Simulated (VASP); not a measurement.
Data:

```
PtS2
1.0
    1.81762    -3.14821     0.00000
    1.81762     3.14821     0.00000
    0.00000     0.00000     5.10271
Pt S
1 2
Direct
  0.00000   0.00000   0.00000
  0.33333   0.66667   0.24409
  0.66667   0.33333   0.75591
```

Level of theory: optB88-vdW, VASP's PBE PAW potentials (set 64) (plane waves; VASP 6.6.1). Run with 520 eV cut-off, 7×7×5 Γ-centred mesh, Gaussian smearing of 0.050 eV, potentials Pt S.

Problem. The ions and cell shape at fixed volume are relaxed. Give the cell that the relaxation ends in.

Solution. 
```
PtS2
1.0
    1.79885    -3.11569     0.00000
    1.79885     3.11569     0.00000
    0.00000     0.00000     5.20978
Pt S
1 2
Direct
  0.00000   0.00000   0.00000
  0.33333   0.66667   0.23782
  0.66667   0.33333   0.76218
```
Space group P-3m1 (164), at a tolerance of 0.03 Å.

Problem. How much energy does the relaxation gain?

Solution. The energy (σ→0) changes by -5.2 meV/atom, in 6 ionic steps.

| step | E(σ→0) (eV) | max force (eV/Å) | pressure (GPa) | volume (Å³) |
|---|---|---|---|---|
| 1 | -9.7438 | 0.302 | -3.58 | 58.40 |
| 2 | -9.7532 | 0.155 | -2.48 | 58.40 |
| 3 | -9.7580 | 0.039 | -1.02 | 58.40 |
| 4 | -9.7581 | 0.056 | -0.89 | 58.40 |
| 5 | -9.7591 | 0.022 | -0.77 | 58.40 |
| 6 | -9.7593 | 0.001 | -0.70 | 58.40 |

The compound is PtS2 in the 1T layered structure. This cell is one point of a volume scan, at 1.03 of the reference volume. Symmetry was kept, so distortions that lower it aren't found.
